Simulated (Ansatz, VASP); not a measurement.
# SnTe in two plane-wave programs

Wanted: the spread between two codes on one cell, functional and k mesh. The cell is taken from a series of runs on this material, whose earlier steps may have relaxed, scaled, displaced or heated it; both programs get it as it stands.

Calculated with Ansatz 0.2.0; plane waves, with VASP 6.6.1 beside it; zone-centre phonons at LDA.

### 1. Starting point

Symmetry: R-3m, No. 166, trigonal system. The conventional cell has a = 4.586 Å, b = 4.586 Å, c = 10.354 Å, α = 90.00°, β = 90.00°, γ = 120.00°. Nearest to Sn lie 6 Te at 3.16 Å. Nearest to Te lie 6 Sn at 3.16 Å. Farther neighbours and most contacts between anions are not listed.

### 2. Ansatz: zone-centre phonons, LDA

Ansatz runs on its PAW soft_1 files.

Second derivatives magnify differences that forces hide, and they need a tight electronic threshold.

input.yaml reads:

```yaml
crystal:
  lattice:
    - [-0.1690354666, 3.0735235707, 3.0735235707]
    - [3.0735235707, -0.1690354666, 3.0735235707]
    - [3.0735235707, 3.0735235707, -0.1690354666]
  atoms:
    - { symbol: Sn, position: [0.0, 0.0, 0.0] }
    - { symbol: Te, position: [0.5, 0.5, 0.5] }
kpoints:
  mp_grid: { grid: [12, 12, 12] }
hamiltonian:
  xc: lda
  pseudopotentials: { kind: paw, azcp: { folder: soft_1 }, xc_functional: pbe }
scf:
  occupations: { method: gaussian, width: 0.01 }
output:
  eigenvalues: true
phonons:
  method: dfpt
```

On the command line:

```bash
ansatz run input.yaml --threads 4 --pin off --max-ram 10240MiB --backend cpu --events-out ev --progress --plain --runs-dir out
```

Numbers of over 12 decimals in the logs are rounded to 6 here.

What it wrote:

```text
Engine: ansatz 0.2.0, aarch64-unknown-linux-gnu
Pseudopotentials: kind: paw
Pseudopotential: Sn, paw, valence charge 14, recommended cutoff 420 eV (normal), soft_1/Sn.paw.azcp
Pseudopotential: Te, paw, valence charge 16, recommended cutoff 420 eV (normal), soft_1/Te.paw.azcp
Functional definition: SPW92
  exchange = slater_x
  correlation = pw_c
Crystal: 2 atoms, lattice volume = 62.854 Å³
Basis set: ecut = 420 eV, 1229 PW (Γ), exchange–correlation on 60×60×60 points (8 copies of the dense FFT grid, shifted against one another)
Bands: 19, of which v1, the nominal top of the filled ones, is band 15 counted from 1 (14 counted from 0)
Symmetry: 12 space group operations
k-points: 476 of 1728 (irreducible under 2 space group operations, time reversal used)
Non-local potential: Sn, projectors of the file, l = 0: 2, l = 1: 2, l = 2: 2, l = 3: 1
Non-local potential: Te, projectors of the file, l = 0: 2, l = 1: 2, l = 2: 2, l = 3: 1
PAW form: soft (Blöchl's): semilocal exchange-correlation on the pseudo side does not see the compensation charge
PAW frozen core: Sn, regenerated for the run's functional, and the local potential with it (the file was generated under x = pbe(κ = 0.804, μ = 0.219515), c = pbe(β = 0.066725))
PAW frozen core: Te, regenerated for the run's functional, and the local potential with it (the file was generated under x = pbe(κ = 0.804, μ = 0.219515), c = pbe(β = 0.066725))
PAW one-centre angular grid: Sn, 590 points (default); XC on 64 Gauss nodes
PAW one-centre angular grid: Te, 590 points (default); XC on 64 Gauss nodes
Initial density: superposition of atomic densities (chi_scale 0.1, normalization cell, long waves kept (reshape's long-wave potential 0.00 eV rms))
Initial wavefunctions: pseudopotential atomic-orbital guess
Functional: x = slater, c = lda
SCF iter   1: F=—  HF=-12707.386753 eV  |F-HF|=—  |Δ(HF+E_count)|=         —  Δρ=1.07e-2  dr2=8.52e-2  ethr=3.10e-3  ⟨swp⟩=7.7  Hψ=54707  notcnv=0
preconditioner: auto → none  [insulator: Δε(μ)=0.123 eV  Ē_g=8.652 eV  σ=0.010 eV  W_gap=0.67  n_scr=14 (ndim 8)  ℏωp=14.8 eV  f_vac=0.000  D(μ)=0.36/eV (n_scr^D=0)  ε∞_Penn≈3.9]
SCF iter   2: F=—  HF=-12707.371470 eV  |F-HF|=—  |Δ(HF+E_count)|=   1.53e-2  Δρ=5.04e-3  dr2=1.99e-2  ethr=2.84e-4  ⟨swp⟩=2.0  Hψ=14881  notcnv=0  defer=2
SCF iter   3: F=—  HF=-12707.369227 eV  |F-HF|=—  |Δ(HF+E_count)|=   2.24e-3  Δρ=4.13e-4  dr2=5.76e-5  ethr=6.64e-5  ⟨swp⟩=3.2  Hψ=15059  notcnv=0  defer=2
SCF iter   4: F=—  HF=-12707.369268 eV  |F-HF|=—  |Δ(HF+E_count)|=   4.12e-5  Δρ=1.32e-4  dr2=4.14e-6  ethr=1.92e-7  ⟨swp⟩=2.2  Hψ=16872  notcnv=0  defer=2
SCF iter   5: F=—  HF=-12707.369268 eV  |F-HF|=—  |Δ(HF+E_count)|=   6.94e-7  Δρ=2.29e-5  dr2=2.79e-7  ethr=1.38e-8  ⟨swp⟩=2.0  Hψ=16183  notcnv=0  defer=2
SCF iter   6: F=—  HF=-12707.369267 eV  |F-HF|=—  |Δ(HF+E_count)|=   1.24e-6  Δρ=4.16e-6  dr2=7.18e-9  ethr=9.29e-10  ⟨swp⟩=2.0  Hψ=16183  notcnv=0  defer=2
SCF iter   7: F=—  HF=-12707.369267 eV  |F-HF|=—  |Δ(HF+E_count)|=   6.89e-9  Δρ=7.20e-7  dr2=3.52e-10  ethr=2.39e-11  ⟨swp⟩=2.0  Hψ=16185  notcnv=0  defer=2
SCF iter   8: F=—  HF=-12707.369267 eV  |F-HF|=—  |Δ(HF+E_count)|=  1.09e-10  Δρ=2.09e-7  dr2=2.15e-11  ethr=1.17e-12  ⟨swp⟩=2.0  Hψ=16177  notcnv=0  defer=2
SCF iter   9: F=-12707.369267 eV  HF=-12707.369267 eV  |F-HF|=3.64e-12  |Δ(HF+E_count)|=  1.09e-11  Δρ=1.19e-8  dr2=4.95e-14  ethr=1.00e-12  ⟨swp⟩=6.7  Hψ=43500  notcnv=0
SCF 1 converged in 9 iterations: F = -12707.369267 eV  dr2 = 4.95e-14
  greatest PAW one-centre occupation: 0.999 electrons in one spin orbital (limit 2), on the Te atom at site 1 (counted from 0), in its partial waves of l = 2
DFPT response loops at Γ: preconditioner auto → Kerker (q_TF=auto, 2.412 Å⁻¹) (partly filled bands, converged f_vac=0.006); β = 1.00, the filter's whole step (`scf.mixing.beta` (0.50) is not read by the response loops under this deck's `scf.mixing.preconditioner`; to damp them name `kerker` or `kerker_dos`, under which they read `scf.mixing.beta`, and type it under 1.00, their step now; both keys bind the ground state too); Broyden in place of MSR1
SCF converged after 9 iterations
Free energy (F): -12707.369267 eV
Harris-Foulkes:  -12707.369267 eV  (|F-HF|=3.64e-12)
Internal energy: -12707.369249 eV  (E = F + TS)
E sigma→0 (E₀):  -12707.369258 eV
Entropy (-TS):   -0.000019 eV (-0.009 meV/atom)
Fermi energy:    9.187830 eV
--- Per-component energies (eV) ---
  E_band       = -362.510996
  E_kinetic    = 340.808290
  E_local      = -2697.261241  (includes V_loc(G=0)·N_el)
  E_nonlocal   = 221.200637
  E_hartree    = 1339.223629
  E_xc         = -247.114243
  E_vxc        = -183.688234  (∫ρ·V_xc dr)
  E_paw        = -8742.907983  (= ΣΔE_a)
  E_vpaw       = -722.018063  (= ΣTr[D̂ρ^β])
  E_aug_tail   = 0.000351  (compensation charges beyond the density's cutoff)
  E_ewald      = -2922.422224
  E_core_change = 1.103533  (= ΣΔE_core)
  E_smearing   = -0.000019  (= −TS)
  E_closure    = -0.000000  (closes the sum)
  Σ components = -12707.369267   (vs F -12707.369267, Δ=0.00e0)
--- Band table (eV; the first three rows and the last of 476) ---
  k-point 0: bands = [... 11 lower, 4.3675, 6.9724, 6.9724, 7.6710, 12.4320, 12.6884, 12.6884, 13.8120]
  k-point 1: bands = [... 11 lower, 4.0328, 6.9939, 7.2214, 7.6706, 12.1245, 12.3506, 12.4062, 13.9142]
  k-point 2: bands = [... 11 lower, 3.2953, 7.0597, 7.5938, 7.7979, 11.4693, 11.6474, 11.8311, 14.0961]
  k-point 475: bands = [... 11 lower, 1.1791, 7.2852, 7.2852, 8.8312, 8.8659, 9.2944, 9.2944, 17.3278]
--- Phonons (Γ-DFPT): 2 representative perturbations + reference, on 476 of 1728 k-points (Σ response iterations 6) ---
  k mesh reduced under 2 symmetry operations, with k and −k counted as one. Each operation leaves every solved perturbation unchanged. A smaller set is not used because it would not reduce the number of displacements times k-points to solve
  ASR residual: 6.943e-5 → 0.000e0 eV/Å²; symmetrization residual: 6.405e-6 eV/Å²
  ASR residual per site (eV/Å²): 6.94e-5 4.34e-5
  Γ frequencies (cm⁻¹): -47.00 -47.00 0.00 0.00 0.00 43.60
  non-analytic LO–TO correction: not included (Born effective charges unavailable; polar crystals: no LO–TO splitting at Γ)
```

### 3. VASP: zone-centre phonons, LDA

The same cell, functional (in two slightly different forms), mesh and smearing now go to VASP, with its own data sets.

Lines of VASP's logs that name or quote its potential files are left out, and so is its time.

INCAR reads:

```
SYSTEM = SnTe
PREC = Accurate
ENCUT = 500
EDIFF = 1E-08
NELM = 120
ISMEAR = 0
SIGMA = 0.01
LREAL = .FALSE.
ALGO = Normal
GGA = PW92
NBANDS = 16
LORBIT = 11
LWAVE = .FALSE.
LCHARG = .FALSE.
ISIF = 2
IBRION = 8
LASPH = .TRUE.
GGA_COMPAT = .FALSE.
KPAR = 2
```

POSCAR reads:

```
SnTe
1.0
   -0.1690354666      3.0735235707      3.0735235707
    3.0735235707     -0.1690354666      3.0735235707
    3.0735235707      3.0735235707     -0.1690354666
Sn Te
1 1
Direct
    0.0000000000      0.0000000000      0.0000000000
    0.5000000000      0.5000000000      0.5000000000
```

KPOINTS reads:

```
Automatic mesh
0
Gamma
12 12 12
0 0 0
```

Potentials, in the order of the species: Sn_d and Te (LDA family, release 64).

On the command line:

```bash
mpirun -np 2 vasp_std
```

What it wrote:

```text
[banner, memory and clock lines left out]
running    2 mpi-ranks, on    1 nodes
 distrk:  each k-point on    1 cores,    2 groups
 distr:  one band on    1 cores,    1 groups

 POSCAR found type information on POSCAR SnTe
 POSCAR found :  2 types and       2 ions
|                                                                             |
|               ----> ADVICE to this user running VASP <----                  |
|                                                                             |
|     You enforced a specific xc type in the INCAR file but a different       |
|     [... a line on the potential file left out ...]
|     I HOPE YOU KNOW WHAT YOU ARE DOING!                                     |
|                                                                             |

 LDA part: xc-table for (Slater(with rela. corr.)+PW92), standard interpolation
 POSCAR, INCAR and KPOINTS ok, starting setup
 FFT: planning ... GRIDC
 FFT: planning ... GRID_SOFT
 FFT: planning ... GRID
 WAVECAR not read
 entering main loop
       N       E                     dE             d eps       ncg     rms          rms(c)
DAV:   1     0.122209978630E+03    0.12221E+03   -0.94699E+03  6088   0.140E+03
DAV:   2     0.146612778492E+01   -0.12074E+03   -0.11811E+03  6728   0.347E+02
DAV:   3    -0.856630659995E+01   -0.10032E+02   -0.99907E+01  7528   0.881E+01
DAV:   4    -0.884175002316E+01   -0.27544E+00   -0.27539E+00  7512   0.160E+01
DAV:   5    -0.885426797207E+01   -0.12518E-01   -0.12518E-01  8800   0.313E+00    0.447E+00
DAV:   6    -0.878947020899E+01    0.64798E-01   -0.14564E-01  8632   0.260E+00    0.282E+00
DAV:   7    -0.878502359963E+01    0.44466E-02   -0.45175E-02  8160   0.108E+00    0.791E-01
DAV:   8    -0.878418518214E+01    0.83842E-03   -0.66479E-03  7736   0.660E-01    0.138E-01
DAV:   9    -0.878419356300E+01   -0.83809E-05   -0.70282E-04  8920   0.226E-01    0.408E-02
DAV:  10    -0.878417525487E+01    0.18308E-04   -0.61628E-05  8000   0.641E-02    0.260E-02
DAV:  11    -0.878417344090E+01    0.18140E-05   -0.28614E-05  8088   0.368E-02    0.190E-02
DAV:  12    -0.878417345968E+01   -0.18777E-07   -0.19936E-06  6904   0.823E-03    0.124E-02
DAV:  13    -0.878417344414E+01    0.15540E-07   -0.54983E-08  8512   0.155E-03    0.894E-03
DAV:  14    -0.878417339314E+01    0.50996E-07   -0.21168E-07  8312   0.507E-03    0.885E-04
DAV:  15    -0.878417339420E+01   -0.10632E-08   -0.15331E-08  5768   0.770E-04
   1 F= -.87841734E+01 E0= -.87841636E+01  d E =-.196082E-04
 Linear response reoptimize wavefunctions to high precision
DAV:   1    -0.878417339415E+01    0.50932E-10   -0.16380E-09  5096   0.597E-04
DAV:   2    -0.878417339414E+01    0.86402E-11   -0.15890E-10  3976   0.105E-04
 Linear response DOF=           2
 Linear response progress:
  Degree of freedom:   1/  2
       N       E                     dE             d eps       ncg     rms          rms(c)
RMM:   1    -0.217938773171E+00   -0.21794E+00    0.30965E-01 18423   0.106E+01
RMM:   2    -0.223228574704E+00   -0.52898E-02   -0.12185E-02 27135   0.881E-01    0.803E-02
RMM:   3    -0.223090141536E+00    0.13843E-03   -0.97606E-04 29946   0.248E-01    0.422E-02
RMM:   4    -0.222824961471E+00    0.26518E-03   -0.85054E-05 30006   0.738E-02    0.848E-03
RMM:   5    -0.222816363114E+00    0.85984E-05   -0.77289E-06 30935   0.228E-02    0.396E-03
RMM:   6    -0.222821273474E+00   -0.49104E-05   -0.11866E-06 30647   0.791E-03    0.146E-03
RMM:   7    -0.222822303808E+00   -0.10303E-05   -0.35530E-07 31330   0.309E-03    0.744E-04
RMM:   8    -0.222820060278E+00    0.22435E-05   -0.27429E-08 30398   0.138E-03    0.112E-04
RMM:   9    -0.222820021561E+00    0.38717E-07    0.15161E-07 32271   0.617E-04    0.212E-04
RMM:  10    -0.222819983147E+00    0.38415E-07    0.32807E-07 32747   0.300E-04    0.236E-04
RMM:  11    -0.222819902420E+00    0.80727E-07    0.30855E-07 32011   0.166E-04    0.334E-04
RMM:  12    -0.222819631073E+00    0.27135E-06    0.16818E-07 29233   0.990E-05    0.501E-05
RMM:  13    -0.222819440675E+00    0.19040E-06    0.98071E-08 31409   0.650E-05    0.126E-04
RMM:  14    -0.222819408067E+00    0.32607E-07    0.48040E-08 32947   0.399E-05    0.131E-04
RMM:  15    -0.222819461398E+00   -0.53330E-07    0.24066E-08 31639   0.304E-05    0.115E-05
RMM:  16    -0.222819473752E+00   -0.12354E-07    0.10820E-08 30948   0.222E-05    0.467E-06
RMM:  17    -0.222819472982E+00    0.76978E-09    0.11243E-08 20770   0.186E-05    0.591E-06
 first order change of Fermi-energy   0.12058E-03
 force on displaced ion       1 direction 1 :   0.146  -0.319  -0.319
 Linear response progress:
  Degree of freedom:   2/  2
       N       E                     dE             d eps       ncg     rms          rms(c)
RMM:   1    -0.482065280632E-01   -0.48207E-01    0.63999E-02 33278   0.862E-01
RMM:   2    -0.486988394991E-01   -0.49231E-03   -0.19929E-03 28797   0.214E-01    0.636E-02
RMM:   3    -0.488482177301E-01   -0.14938E-03   -0.15905E-04 29170   0.612E-02    0.472E-02
RMM:   4    -0.490738260102E-01   -0.22561E-03   -0.24995E-05 28786   0.306E-02    0.571E-03
RMM:   5    -0.490833267568E-01   -0.95007E-05   -0.98372E-07 29775   0.737E-03    0.297E-03
RMM:   6    -0.490837741181E-01   -0.44736E-06   -0.82190E-08 29334   0.213E-03    0.694E-04
RMM:   7    -0.490820561422E-01    0.17180E-05   -0.90906E-09 30149   0.449E-04    0.130E-04
RMM:   8    -0.490822897083E-01   -0.23357E-06   -0.70031E-08 28783   0.163E-04    0.392E-05
RMM:   9    -0.490822418753E-01    0.47833E-07    0.31740E-07 31533   0.542E-05    0.215E-05
RMM:  10    -0.490822799049E-01   -0.38030E-07    0.32124E-07 32337   0.182E-05    0.448E-06
RMM:  11    -0.490822586268E-01    0.21278E-07    0.13401E-08 29751   0.978E-06    0.617E-07
RMM:  12    -0.490822588361E-01   -0.20930E-09   -0.18189E-09 20688   0.686E-06    0.252E-07
 first order change of Fermi-energy   0.38537E-04
 force on displaced ion       2 direction 1 :   0.139  -0.307  -0.307
 Linear response finished
```

Parts of OUTCAR (step 3):

```text
ion  position               nearest neighbor table
   1  0.000  0.000  0.000-   2 3.16   2 3.16   2 3.16   2 3.16   2 3.16   2 3.16
   2  0.500  0.500  0.500-   1 3.16   1 3.16   1 3.16   1 3.16   1 3.16   1 3.16

  LATTYP: Found a trigonal (rhomboedric) cell.
 ALAT       =     4.3499042827
 COS(alpha) =     0.4443307262

 Subroutine GETGRP returns: Found 12 space group operations
 (whereof 12 operations were pure point group operations)

The static configuration has the point symmetry D_3d.

 Found    189 irreducible k-points:

   k-points           NKPTS =    189   k-points in BZ     NKDIM =    189   number of bands    NBANDS=     16

   dimension x,y,z NGX =    32 NGY =   32 NGZ =   32
   dimension x,y,z NGXF=    64 NGYF=   64 NGZF=   64

   ENCUT  =  500.0 eV  36.75 Ry    6.06 a.u.   7.93  7.93  7.93*2*pi/ulx,y,z

   NELECT =      20.0000    total number of electrons

 k-points in reciprocal lattice and weights: Automatic mesh
   0.00000000  0.00000000  0.00000000       0.001
   0.08333333 -0.00000000 -0.00000000       0.003
   0.16666667  0.00000000 -0.00000000       0.003
   0.25000000  0.00000000 -0.00000000       0.003
   0.33333333  0.00000000 -0.00000000       0.003
   0.41666667 -0.00000000 -0.00000000       0.003
   0.50000000  0.00000000 -0.00000000       0.002
   0.08333333  0.08333333 -0.00000000       0.003
   0.16666667  0.08333333 -0.00000000       0.007
[...]
-0.41666667  0.50000000  0.41666667       0.003
   0.50000000  0.50000000  0.50000000       0.001

 average (electrostatic) potential at core
       1-100.5094       2 -88.7566

  Total       -0.6652375     -0.6652375     -0.6652375      0.3413349      0.3413349      0.3413349
  in kB      -16.9572243    -16.9572243    -16.9572243      8.7007922      8.7007922      8.7007922
  external PRESSURE =     -16.9572243 kB  Pullay stress =       0.0000000 kB

  energy-cutoff  :      500.00
  volume of cell :       62.85
      direct lattice vectors                 reciprocal lattice vectors
    -0.169035467  3.073523571  3.073523571    -0.149839029  0.158559365  0.158559365
     3.073523571 -0.169035467  3.073523571     0.158559365 -0.149839029  0.158559365
     3.073523571  3.073523571 -0.169035467     0.158559365  0.158559365 -0.149839029

 POSITION                                       TOTAL-FORCE (eV/Angst)
 -----------------------------------------------------------------------------------
      0.00000      0.00000      0.00000         0.000000      0.000000     -0.000000
      2.98901      2.98901      2.98901         0.000000      0.000000      0.000000
 -----------------------------------------------------------------------------------
    total drift:                                0.000000     -0.000000     -0.000000

 Eigenvectors and eigenvalues of the dynamical matrix
 ----------------------------------------------------

   1 f  =    1.386773 THz     8.713352 2PiTHz   46.257768 cm-1     5.735230 meV
             X         Y         Z           dx          dy          dz
      0.000000  0.000000  0.000000     0.419168    0.419168    0.419168
      2.989006  2.989006  2.989006    -0.397028   -0.397028   -0.397028

   2 f  =    0.014326 THz     0.090012 2PiTHz    0.477862 cm-1     0.059247 meV
             X         Y         Z           dx          dy          dz
      0.000000  0.000000  0.000000    -0.257485   -0.302464    0.559949
      2.989006  2.989006  2.989006    -0.272700   -0.320337    0.593037

   3 f  =    0.014326 THz     0.090012 2PiTHz    0.477862 cm-1     0.059247 meV
             X         Y         Z           dx          dy          dz
      0.000000  0.000000  0.000000     0.497914   -0.471945   -0.025969
      2.989006  2.989006  2.989006     0.527337   -0.499833   -0.027504

   4 f/i=    0.012576 THz     0.079017 2PiTHz    0.419487 cm-1     0.052010 meV
             X         Y         Z           dx          dy          dz
      0.000000  0.000000  0.000000     0.397028    0.397028    0.397028
      2.989006  2.989006  2.989006     0.419168    0.419168    0.419168

   5 f/i=    1.346400 THz     8.459681 2PiTHz   44.911072 cm-1     5.568261 meV
             X         Y         Z           dx          dy          dz
      0.000000  0.000000  0.000000    -0.335883   -0.255997    0.591880
      2.989006  2.989006  2.989006     0.317143    0.241714   -0.558857

   6 f/i=    1.346400 THz     8.459681 2PiTHz   44.911072 cm-1     5.568261 meV
             X         Y         Z           dx          dy          dz
      0.000000  0.000000  0.000000    -0.489522    0.535644   -0.046122
      2.989006  2.989006  2.989006     0.462210   -0.505758    0.043549

 ELASTIC MODULI CONTR FROM IONIC RELAXATION (kBar)
 Direction    XX          YY          ZZ          XY          YZ          ZX
 --------------------------------------------------------------------------------
 XX           0.0000      0.0000      0.0000      0.0000      0.0000      0.0000
 YY           0.0000      0.0000      0.0000      0.0000      0.0000      0.0000
 ZZ           0.0000      0.0000      0.0000      0.0000      0.0000      0.0000
 XY           0.0000      0.0000      0.0000      0.0000      0.0000      0.0000
 YZ           0.0000      0.0000      0.0000      0.0000      0.0000      0.0000
 ZX           0.0000      0.0000      0.0000      0.0000      0.0000      0.0000
 --------------------------------------------------------------------------------
```

Energies printed during the response cycles are not total energies of the cell.

### 4. Comparison

Known differences besides the potentials themselves: the data sets hold 30 valence electrons in Ansatz (on its PAW soft_1 files) and 20 in VASP; the cutoff is 420 eV in Ansatz and 500 eV in VASP; VASP's log shows a relativistic correction to its local exchange, Ansatz's none. Total energies have different zeros and are not compared.

Compared:

```
                                                   quantity  Ansatz   VASP  difference
optical mode 1 to 2 (imaginary, printed as negative) (cm⁻¹)   -47.0  -44.9        -2.1
                                      optical mode 3 (cm⁻¹)    43.6   46.3        -2.7
```

Modes are paired by rising frequency, not by their patterns, so a pair may set unlike modes beside each other; they are those without the splitting of longitudinal modes.

### 5. Summary of results

- r.m.s. difference of the optical zone-centre modes, each program's sorted by frequency (zone-centre phonons, LDA): 2.3 cm⁻¹

**Reading.** The r.m.s. difference of the optical zone-centre modes, each program's sorted by frequency is 2.3 cm⁻¹ (zone-centre phonons, LDA). The data sets hold unlike numbers of valence electrons (30 in Ansatz and 20 in VASP), so part of the differences comes from the potentials. Such differences can come from data sets, numerical settings and the points named under the comparisons, not from the functional's error against experiment.

[Lines on the potential files, build, host, timing and source positions are cut from VASP's logs without a mark.]

[Logs are printed without paths, hosts, clocks, repeated set-up lines and the standing remarks that a program may print on its own settings, such as how far it seeks lower states.]

[Hosts, paths, dates, database ids (printed as entryN), source tags and the programs' standing remarks are cut or masked in the printed files.]
